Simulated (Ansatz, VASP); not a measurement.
# Al2SiCN2: VASP beside Ansatz

One calculation is typed for both programs; each brings its own data sets. How far apart do they land? The cell is generated by rule, not measured, and may not be a known phase. The cell is taken from a series of runs on this material, whose earlier steps may have relaxed, scaled, displaced or heated it; both programs get it as it stands.

Method: plane waves, with VASP 6.6.1 beside it; relaxation of cell and atoms at LDA, in Ansatz 0.2.0.

The structure was built from a prototype and need not be the compound's stable phase.

## (1) Starting point

Symmetry: Imm2, No. 44, orthorhombic system. Conventional cell: a = 3.073 Å, b = 3.073 Å, c = 13.017 Å, α = 90.00°, β = 90.00°, γ = 90.00°. Nearest to Al lie 2 N at 1.91 Å and 2 C at 1.95 Å. Al has 4 N at 1.85 to 1.90 Å nearest. Nearest to C lie 2 Si at 1.81 Å and 2 Al at 1.95 Å. Nearest to N lie 4 Al at 1.85 to 1.91 Å. Nearest to N lie 2 Si at 1.87 Å and 2 Al at 1.90 Å. Si has 2 C at 1.81 Å and 2 N at 1.87 Å nearest. Farther neighbours and most contacts between anions are not listed.

Coordinates:

```xyz
6
Lattice="2.1728 2.1728 0.0000 -2.1730 2.1730 0.0000 2.1729 -0.0001 6.5086" Properties=species:S:1:pos:R:3 pbc="T T T"
Al   -0.0001    2.1729    2.1668
Al    2.1728    2.1728    4.3425
C     1.0864    1.0864    0.9740
N     1.0863    3.2593    3.3066
N     1.0864    1.0864    5.4626
Si    2.1728    2.1728    0.0190
```

## (2) VASP: relaxation of cell and atoms, LDA, pair 1

The relaxed volume is the usual yardstick between codes: in a stiff, nearly cubic crystal its relative difference is about their pressure difference at one cell divided by the bulk modulus.

Lines of VASP's logs that name or quote its potential files are left out, and so is its time.

File INCAR:

```
SYSTEM = Al2SiCN2
PREC = Accurate
ENCUT = 600
EDIFF = 1E-07
NELM = 120
ISMEAR = 0
SIGMA = 0.02
LREAL = .FALSE.
ALGO = Normal
GGA = CA
NBANDS = 18
LORBIT = 11
LWAVE = .FALSE.
LCHARG = .FALSE.
ISIF = 3
IBRION = 2
NSW = 80
EDIFFG = -0.005
LASPH = .TRUE.
GGA_COMPAT = .FALSE.
NELMIN = 4
EFERMI = MIDGAP
KPAR = 2
```

File POSCAR:

```
Al2SiCN2
1.0
    2.1727940000      2.1727940000      0.0000000000
   -2.1730180000      2.1730180000      0.0000000000
    2.1729060000     -0.0001120000      6.5085800000
Al C N Si
2 1 2 1
Direct
    0.3335452587      0.6664547413      0.3329094826
    0.6664018880      0.3335981120      0.6671962241
    0.4251771508      0.0748228492      0.1496456984
    0.7459806901      0.7540193099      0.5080386198
    0.0803533182      0.4196466818      0.8392933635
    0.9985416174      0.0014583826      0.0029167653
```

File KPOINTS:

```
Automatic mesh
0
Gamma
8 8 8
0 0 0
```

Potentials, in the order of the species: Al, C, N and Si (LDA family, release 64).

Launch:

```console
$ mpirun -np 2 vasp_std
```

Numbers of over 12 decimals in the logs are rounded to 6 here.

Output:

```text
[banner, memory and clock lines left out]
running    2 mpi-ranks, on    1 nodes
 distrk:  each k-point on    1 cores,    2 groups
 distr:  one band on    1 cores,    1 groups

 POSCAR found type information on POSCAR AlC N Si
 POSCAR found :  4 types and       6 ions
 LDA part: xc-table for (Slater(with rela. corr.)+CA(PZ))
 , standard interpolation
 POSCAR, INCAR and KPOINTS ok, starting setup
 FFT: planning ... GRIDC
 FFT: planning ... GRID_SOFT
 FFT: planning ... GRID
 WAVECAR not read
 entering main loop
       N       E                     dE             d eps       ncg     rms          rms(c)
DAV:   1     0.775754156421E+02    0.77575E+02   -0.12574E+04  3420   0.133E+03
DAV:   2    -0.501938735489E+02   -0.12777E+03   -0.12377E+03  4348   0.229E+02
DAV:   3    -0.561068000049E+02   -0.59129E+01   -0.58977E+01  4572   0.536E+01
DAV:   4    -0.561457369979E+02   -0.38937E-01   -0.38918E-01  4696   0.486E+00
DAV:   5    -0.561461131835E+02   -0.37619E-03   -0.37612E-03  4538   0.452E-01    0.156E+01
DAV:   6    -0.488748931947E+02    0.72712E+01   -0.26420E+01  4116   0.295E+01    0.636E+00
DAV:   7    -0.487498117804E+02    0.12508E+00   -0.14739E+00  4748   0.731E+00    0.325E+00
DAV:   8    -0.486864196942E+02    0.63392E-01   -0.11182E-01  4250   0.248E+00    0.119E+00
DAV:   9    -0.486722114837E+02    0.14208E-01   -0.19240E-02  4814   0.969E-01    0.180E-01
DAV:  10    -0.486722886696E+02   -0.77186E-04   -0.18543E-03  4244   0.314E-01    0.130E-01
DAV:  11    -0.486723069189E+02   -0.18249E-04   -0.26222E-04  4296   0.120E-01    0.404E-02
DAV:  12    -0.486722969112E+02    0.10008E-04   -0.62741E-05  4432   0.572E-02    0.774E-03
DAV:  13    -0.486722971883E+02   -0.27708E-06   -0.12968E-05  4320   0.235E-02    0.523E-03
DAV:  14    -0.486722969052E+02    0.28307E-06   -0.11575E-06  4452   0.788E-03    0.187E-03
DAV:  15    -0.486722968919E+02    0.13326E-07   -0.20163E-07  3254   0.341E-03
   1 F= -.48672297E+02 E0= -.48672297E+02  d E =-.486723E+02
[...]
2 F= -.48672329E+02 E0= -.48672329E+02  d E =-.320485E-04
[...]
3 F= -.48672375E+02 E0= -.48672375E+02  d E =-.777907E-04
[...]
4 F= -.48672375E+02 E0= -.48672375E+02  d E =-.777950E-04
 curvature:  -0.28 expect dE=-0.458E-05 dE for cont linesearch -0.176E-08
 trial: gam= 0.05422 g(F)=  0.145E-04 g(S)=  0.190E-05 ort = 0.132E-05 (trialstep = 0.911E+00)
 search vector abs. value=  0.173E-04
 bond charge predicted
       N       E                     dE             d eps       ncg     rms          rms(c)
DAV:   1    -0.486723830163E+02   -0.83287E-05   -0.11820E-03  3444   0.258E-01    0.864E-03
DAV:   2    -0.486723836386E+02   -0.62228E-06   -0.18802E-05  4996   0.297E-02    0.435E-03
DAV:   3    -0.486723831392E+02    0.49940E-06   -0.16176E-06  4566   0.947E-03    0.176E-03
DAV:   4    -0.486723830801E+02    0.59017E-07   -0.30249E-07  3186   0.393E-03
   5 F= -.48672383E+02 E0= -.48672383E+02  d E =-.839330E-05
 trial-energy change:   -0.000008  1 .order   -0.000008   -0.000015   -0.000002
 step:   1.0457(harm=  1.0457)  dis= 0.00058  next Energy=   -48.672383 (dE=-0.860E-05)
 reached required accuracy - stopping structural energy minimisation
```

OUTCAR, selected parts (step 2):

```text
ion  position               nearest neighbor table
   1  0.334  0.666  0.333-   4 1.91   4 1.91   3 1.95   3 1.95   6 3.06   6 3.06   6 3.06   6 3.06
                             2 3.07   2 3.07   2 3.07   2 3.07
   2  0.666  0.334  0.667-   4 1.85   4 1.85   5 1.90   5 1.90   1 3.07   1 3.07   1 3.07   1 3.07
                             6 3.08   6 3.08   6 3.08   6 3.08
   3  0.425  0.075  0.150-   6 1.81   6 1.81   1 1.95   1 1.95
   4  0.746  0.754  0.508-   2 1.85   2 1.85   1 1.91   1 1.91
   5  0.080  0.420  0.839-   6 1.87   6 1.87   2 1.90   2 1.90
   6  0.999  0.001  0.003-   3 1.81   3 1.81   5 1.87   5 1.87   1 3.06   1 3.06   1 3.06   1 3.06
                             2 3.08   2 3.08   2 3.08   2 3.08

  LATTYP: Found a body centered orthorhombic cell.
 ALAT       =     3.0727947430
 B/A-ratio  =     1.0001030931
 C/A-ratio  =     4.2362608272

 Subroutine GETGRP returns: Found  4 space group operations
 (whereof  4 operations were pure point group operations)

The static configuration has the point symmetry C_2v.

 Found     95 irreducible k-points:

   k-points           NKPTS =     95   k-points in BZ     NKDIM =     95   number of bands    NBANDS=     18

   dimension x,y,z NGX =    28 NGY =   28 NGZ =   56
   dimension x,y,z NGXF=    56 NGYF=   56 NGZF=  112

   ENCUT  =  600.0 eV  44.10 Ry    6.64 a.u.   6.14  6.14 13.70*2*pi/ulx,y,z

   NELECT =      24.0000    total number of electrons

 k-points in reciprocal lattice and weights: Automatic mesh
   0.00000000  0.00000000  0.00000000       0.002
   0.12500000  0.00000000  0.00000000       0.008
   0.25000000  0.00000000  0.00000000       0.008
   0.37500000  0.00000000  0.00000000       0.008
   0.50000000  0.00000000  0.00000000       0.004
   0.00000000  0.12500000  0.00000000       0.008
   0.12500000  0.12500000 -0.00000000       0.008
   0.25000000  0.12500000  0.00000000       0.016
   0.37500000  0.12500000  0.00000000       0.016
[...]
0.00000000  0.25000000  0.37500000       0.004
   0.00000000  0.00000000  0.50000000       0.002

 average (electrostatic) potential at core
       1 -68.9386       2 -69.5981       3 -48.6917       4 -59.4403       5 -60.2647
       6 -82.8722

 E-fermi :   8.6303

 k-point     1 :       0.0000    0.0000    0.0000
  band No.  band energies     occupation
    ...
      8       5.0276      2.00000
      9       5.1297      2.00000
     10       6.6129      2.00000
     11       6.6338      2.00000
     12       7.6761      2.00000
     13       9.8825      0.00000
     14      10.7795      0.00000
     15      12.0859      0.00000
     16      13.4992      0.00000
     17      15.1457      0.00000
    ...

 k-point     2 :       0.1250    0.0000    0.0000
  band No.  band energies     occupation
    ...
      8       4.7268      2.00000
      9       5.1039      2.00000
     10       5.7567      2.00000
     11       6.4813      2.00000
     12       7.7396      2.00000
     13      10.2420      0.00000
     14      11.3688      0.00000
     15      12.8923      0.00000
     16      14.0404      0.00000
     17      15.5685      0.00000
    ...

 k-point     3 :       0.2500    0.0000    0.0000
  band No.  band energies     occupation
    ...
      8       4.0709      2.00000
      9       4.8003      2.00000
     10       5.2859      2.00000
     11       6.0985      2.00000
     12       7.9120      2.00000
     13      10.9057      0.00000
     14      12.4474      0.00000
     15      13.8203      0.00000
     16      14.8188      0.00000
     17      16.1104      0.00000
    ...

  Total       -0.0033633     -0.0033633      0.0017824     -0.0030277      0.0000000      0.0000000
  in kB       -0.0875814     -0.0875814      0.0464142     -0.0788424      0.0000000      0.0000000
  external PRESSURE =      -0.0429162 kB  Pullay stress =       0.0000000 kB

  energy-cutoff  :      600.00
  volume of cell :       61.53
      direct lattice vectors                 reciprocal lattice vectors
     2.172688196  2.172688196 -0.000000000     0.230129662  0.230129662 -0.076791055
    -2.174576780  2.174576780  0.000000000    -0.229929798  0.229929798  0.076791055
     2.173632488 -0.000944292  6.511175034     0.000000000  0.000000000  0.153582110

 POSITION                                       TOTAL-FORCE (eV/Angst)
 -----------------------------------------------------------------------------------
     -0.00094      2.17363      2.16694         0.000000     -0.000000     -0.000523
      2.17269      2.17269      4.34450        -0.000000      0.000000      0.000530
      1.08634      1.08634      0.97402         0.000000     -0.000000     -0.000415
      1.08540      3.25998      3.30776         0.000000     -0.000000     -0.001312
      1.08634      1.08634      5.46572        -0.000000      0.000000      0.002303
      2.17269      2.17269      0.01900         0.000000     -0.000000     -0.000583
 -----------------------------------------------------------------------------------
    total drift:                               -0.000006     -0.000007      0.000075

  FREE ENERGIE OF THE ION-ELECTRON SYSTEM (eV)
  ---------------------------------------------------
  free  energy   TOTEN  =       -48.6723830801 eV

  energy  without entropy=      -48.6723830801  energy(sigma->0) =      -48.67238308

 reached required accuracy - stopping structural energy minimisation

 total charge
# of ion       s       p       d       tot
------------------------------------------
    1        0.390   0.471   0.000   0.861
    2        0.383   0.469   0.000   0.852
    3        0.835   1.748   0.000   2.583
    4        1.209   2.614   0.000   3.823
    5        1.208   2.602   0.000   3.810
    6        0.704   0.946   0.000   1.650
--------------------------------------------------
tot          4.729   8.851   0.000  13.579

[... 3 further parts left out ...]
```

## (3) Ansatz: relaxation of cell and atoms, LDA, pair 1

Ansatz runs on its default PAW (the set named soft_2) files.

The same cell, functional (in two slightly different forms), mesh and smearing now go to Ansatz, which takes its cutoff from its data sets.

File input.yaml:

```yaml
crystal:
  lattice:
    - [2.1727939977, 2.1727939977, 0.0]
    - [-2.1730179058, 2.1730179058, 0.0]
    - [2.1729059518, -0.000111954, 6.5085802245]
  atoms:
    - { symbol: Al, position: [0.3335452708, 0.6664547292, 0.3329094583] }
    - { symbol: Al, position: [0.666401904, 0.333598096, 0.6671961919] }
    - { symbol: C, position: [0.4251771246, 0.0748228754, 0.1496457509] }
    - { symbol: "N", position: [0.7459807219, 0.7540192781, 0.5080385562] }
    - { symbol: "N", position: [0.0803533702, 0.4196466298, 0.8392932597] }
    - { symbol: Si, position: [-0.0014583915, 0.0014583915, 0.002916783] }
kpoints:
  mp_grid: { grid: [8, 8, 8] }
hamiltonian:
  xc: lda
scf:
  occupations: { method: gaussian, width: 0.02 }
output:
  forces: true
  stress: true
  eigenvalues: true
  write_density: true
  write_potential: true
  elf: true
  volumetric_format: npy
relax:
  adjacent_minimum: "off"
  f_tol: 0.005
  max_steps: 80
  cell: { stress_tol: 0.05 }
```

Launch:

```console
$ ansatz run input.yaml --threads 8 --pin off --max-ram 14336MiB --backend cpu --events-out ev --progress --plain --runs-dir out
```

Output:

```text
Engine: ansatz 0.2.0, x86_64-unknown-linux-gnu
Pseudopotentials: kind: paw
Pseudopotential: Al, paw, valence charge 3, recommended cutoff 420 eV (normal), Al.paw.azcp
Pseudopotential: C, paw, valence charge 4, recommended cutoff 420 eV (normal), C.paw.azcp
Pseudopotential: N, paw, valence charge 5, recommended cutoff 420 eV (normal), N.paw.azcp
Pseudopotential: Si, paw, valence charge 4, recommended cutoff 420 eV (normal), Si.paw.azcp
Functional definition: SPW92
  exchange = slater_x
  correlation = pw_c
Crystal: 6 atoms, lattice volume = 61.461 Å³
Basis set: ecut = 420 eV, 1209 PW (Γ)
Bands: 18, of which v1, the nominal top of the filled ones, is band 12 counted from 1 (11 counted from 0)
Symmetry: 4 space group operations
Space group: Imm2 (ITA 44), of the structure as read, at distance tolerance 3.9e-5 Å
k-points: 95 of 512 (time reversal used)
Non-local potential: Al, projectors of the file, l = 0: 2, l = 1: 2, l = 2: 1
Non-local potential: C, projectors of the file, l = 0: 2, l = 1: 2, l = 2: 1
Non-local potential: N, projectors of the file, l = 0: 2, l = 1: 2, l = 2: 1
Non-local potential: Si, projectors of the file, l = 0: 2, l = 1: 2, l = 2: 2
PAW form: soft (Blöchl's): semilocal exchange-correlation on the pseudo side does not see the compensation charge
PAW frozen core: Al, regenerated for the run's functional, and the local potential with it (the file was generated under x = pbe(κ = 0.804, μ = 0.219515), c = pbe(β = 0.066725))
PAW frozen core: C, regenerated for the run's functional, and the local potential with it (the file was generated under x = pbe(κ = 0.804, μ = 0.219515), c = pbe(β = 0.066725))
PAW frozen core: N, regenerated for the run's functional, and the local potential with it (the file was generated under x = pbe(κ = 0.804, μ = 0.219515), c = pbe(β = 0.066725))
PAW frozen core: Si, regenerated for the run's functional, and the local potential with it (the file was generated under x = pbe(κ = 0.804, μ = 0.219515), c = pbe(β = 0.066725))
PAW one-centre angular grid: Al, 110 points (default); XC on 64 Gauss nodes
PAW one-centre angular grid: C, 110 points (default); XC on 64 Gauss nodes
PAW one-centre angular grid: N, 110 points (default); XC on 64 Gauss nodes
PAW one-centre angular grid: Si, 110 points (default); XC on 64 Gauss nodes
Initial density: superposition of atomic densities (neutral atoms: chi_scale 0, normalization atom), corrected by the library's trained network
Initial wavefunctions: pseudopotential atomic-orbital guess
Functional: x = slater, c = lda
SCF iter   1: F=—  HF=-2631.118681 eV  |F-HF|=—  |Δ(HF+E_count)|=         —  Δρ=8.42e-3  dr2=5.23e-2  ethr=1.77e-3  ⟨swp⟩=6.5  Hψ=10508  notcnv=0  defer=1
preconditioner: auto → none  [insulator: Δε(μ)=0.844 eV  Ē_g=12.647 eV  σ=0.020 eV  W_gap=1.00  n_scr=12 (ndim 8)  ℏωp=23.2 eV  f_vac=0.000  D(μ)=0.00/eV (n_scr^D=0)  ε∞_Penn≈4.4]
SCF iter   2: F=—  HF=-2631.104531 eV  |F-HF|=—  |Δ(HF+E_count)|=   1.41e-2  Δρ=2.75e-3  dr2=3.17e-3  ethr=2.18e-4  ⟨swp⟩=2.6  Hψ=3579  notcnv=0  defer=158
SCF iter   3: F=—  HF=-2631.103589 eV  |F-HF|=—  |Δ(HF+E_count)|=   9.42e-4  Δρ=9.55e-4  dr2=3.46e-4  ethr=1.32e-5  ⟨swp⟩=2.6  Hψ=2680  notcnv=0  defer=158
SCF iter   4: F=—  HF=-2631.103489 eV  |F-HF|=—  |Δ(HF+E_count)|=   9.98e-5  Δρ=2.26e-4  dr2=2.81e-5  ethr=1.44e-6  ⟨swp⟩=2.3  Hψ=2311  notcnv=0  defer=158
SCF iter   5: F=—  HF=-2631.103481 eV  |F-HF|=—  |Δ(HF+E_count)|=   7.79e-6  Δρ=3.55e-5  dr2=6.59e-7  ethr=1.17e-7  ⟨swp⟩=2.1  Hψ=2362  notcnv=0  defer=158
SCF iter   6: F=-2631.103481 eV  HF=-2631.103481 eV  |F-HF|=1.06e-8  |Δ(HF+E_count)|=   1.16e-7  Δρ=1.05e-5  dr2=4.21e-8  ethr=4.17e-10  ⟨swp⟩=12.9  Hψ=12798  notcnv=0
SCF 1 converged in 6 iterations: F = -2631.103481 eV  dr2 = 4.21e-8
  greatest PAW one-centre occupation: 0.782 electrons in one spin orbital (limit 2), on the N atom at site 3 (counted from 0), in its partial waves of l = 0
relax step   1: F+E_penalty+E_count = -2631.10348124 eV  Δ(F+E_penalty+E_count) = +0.000e0 eV  max|allowed force component| = 1.012e-2 eV/Å  Δτ_max = 0.0000 Å  P = -0.208 GPa  Ω = 61.461 Å³  (6 SCF iters, dr2 threshold 1.00e-7 eV, accepted)
[...]
relax step   2: F+E_penalty+E_count = -2631.10363960 eV  Δ(F+E_penalty+E_count) = -1.584e-4 eV  max|allowed force component| = 3.840e-3 eV/Å  Δτ_max = 0.0005 Å  P = -0.100 GPa  Ω = 61.432 Å³  energy of the carried Pulay correction = +1.030e-4 eV  (6 SCF iters, dr2 threshold 3.39e-7 eV, accepted)
[...]
relax step   3: F+E_penalty+E_count = -2631.10373199 eV  Δ(F+E_penalty+E_count) = -9.238e-5 eV  max|allowed force component| = 1.754e-3 eV/Å  Δτ_max = 0.0001 Å  P = -0.016 GPa  Ω = 61.408 Å³  energy of the carried Pulay correction = +1.862e-4 eV  (6 SCF iters, accepted)
[...]
relax step   4: F+E_penalty+E_count = -2631.10354939 eV  Δ(F+E_penalty+E_count) = +1.826e-4 eV  max|allowed force component| = 1.782e-3 eV/Å  Δτ_max = 0.0000 Å  P = -0.021 GPa  Ω = 61.408 Å³  stress off target by 2.46e-2 GPa  SCF on the basis re-selected at this cell (its energy is not comparable with the rows above)  (8 SCF iters)
basis re-selected at this cell: Δ(F+E_penalty+E_count) = +1.826e-4 eV, ΔP = -0.005 GPa vs the last step (what re-selecting the basis moved, of the pressure what is left beyond the Pulay correction that the steps carried, after the strain that the cell walked since its last selection, with what the two solves' SCF thresholds leave and, on support functions, any second-order correction that the steps lacked; it is no m [...]
SCF converged after 8 iterations
Free energy (F): -2631.103549 eV
Harris-Foulkes:  -2631.103549 eV  (|F-HF|=9.09e-13)
Internal energy: -2631.103549 eV  (E = F + TS)
E sigma→0 (E₀):  -2631.103549 eV
Fermi energy:    9.715064 eV
--- Per-component energies (eV) ---
  E_band       = 56.090981
  E_kinetic    = 455.887455
  E_local      = -563.102114  (includes V_loc(G=0)·N_el)
  E_nonlocal   = 169.290353
  E_hartree    = 189.624359
  E_xc         = -306.375001
  E_vxc        = -325.141446  (∫ρ·V_xc dr)
  E_paw        = -1702.236612  (= ΣΔE_a)
  E_vpaw       = -60.092183  (= ΣTr[D̂ρ^β])
  E_aug_tail   = 0.000197  (compensation charges beyond the density's cutoff)
  E_ewald      = -874.610871
  E_core_change = 0.418684  (= ΣΔE_core)
  E_smearing   = -0.000000  (= −TS)
  E_closure    = 0.000000  (closes the sum)
  Σ components = -2631.103549   (vs F -2631.103549, Δ=0.00e0)
--- Forces (eV/Å), atoms counted from 1 ---
  atom   1  Al     0.00000000     0.00000000     0.00085578
  atom   2  Al    -0.00000000    -0.00000000    -0.00006926
  atom   3  C     -0.00000000    -0.00000000    -0.00178202
  atom   4  N     -0.00000000    -0.00000000    -0.00016334
  atom   5  N      0.00000000     0.00000000     0.00027343
  atom   6  Si     0.00000000     0.00000000     0.00088799
  max |Σ_I F_I| component: 2.58e-6 eV/Å
--- Stress (GPa, compression-positive) ---
       -0.020007       0.004588      -0.000000
        0.004588      -0.020007      -0.000000
       -0.000000      -0.000000      -0.023099
  P = ⅓ Tr σ = -0.0210 GPa (-0.210 kbar)
--- Band table (eV; the first three rows and the last of 95) ---
  k-point 0: bands = [... 8 lower, 6.2082, 7.6878, 7.7101, 8.7501, 10.9740, 11.8734, 13.1727, 14.6007, ... 2 higher]
  k-point 1: bands = [... 8 lower, 6.2568, 7.5205, 7.6740, 8.7296, 10.7602, 12.1421, 13.3625, 14.5855, ... 2 higher]
  k-point 2: bands = [... 8 lower, 6.3801, 7.0893, 7.5777, 8.6796, 10.4349, 12.6261, 13.7523, 14.6302, ... 2 higher]
  k-point 94: bands = [... 8 lower, 4.6563, 4.9088, 5.8590, 6.0192, 10.7562, 11.2125, 13.5244, 14.6644, ... 2 higher]
--- Relaxed structure (3 steps of the walk, 3 accepted, 1 SCFs on fresh bases) ---
  F+E_penalty+E_count = -2631.10354939 eV   max|allowed force component| = 1.782e-3 eV/Å   (the final SCF, on the basis selected at the relaxed cell)
  cell:  # Å, volume = 61.4084 Å³
    - [2.171239, 2.171239, -1.6679827068896627e-11]
    - [-2.173146, 2.173146, 0]
    - [2.172192, -0.00095371, 6.507305]
  atoms:
    - { symbol: Al, position: [0.333590, 0.666410, 0.332819] }
    - { symbol: Al, position: [0.666408, 0.333592, 0.667183] }
    - { symbol: C, position: [0.425168, 0.074832, 0.149665] }
    - { symbol: N, position: [0.745956, 0.754044, 0.508088] }
    - { symbol: N, position: [0.080306, 0.419694, 0.839388] }
    - { symbol: Si, position: [-0.0014281, 0.0014281, 0.0028562] }
```

## (4) Comparison

Known differences besides the potentials themselves: the two LDA forms differ slightly; the cutoff is 420 eV in Ansatz and 600 eV in VASP; VASP's log shows a relativistic correction to its local exchange, Ansatz's none; Ansatz adds a Pulay correction to the stress that steers its cell, VASP none. Total energies have different zeros and are not compared.

The two programs side by side:

```csv
quantity,Ansatz,VASP,difference
volume (Å³),61.41,61.53,-0.19 %
"edge a after relaxation, in the typed setting (Å)",3.071,3.073,-0.07 %
"edge b after relaxation, in the typed setting (Å)",3.073,3.075,-0.07 %
"edge c after relaxation, in the typed setting (Å)",6.860,6.864,-0.06 %
```

(Part 1 of 2 ends here.)

[Lines on the potential files, build, host, timing and source positions are cut from VASP's logs without a mark.]

[Logs are printed without paths, hosts, clocks, repeated set-up lines and the standing remarks that a program may print on its own settings, such as how far it seeks lower states.]

[Hosts, paths, dates, database ids (printed as entryN), source tags and the programs' standing remarks are cut or masked in the printed files.]
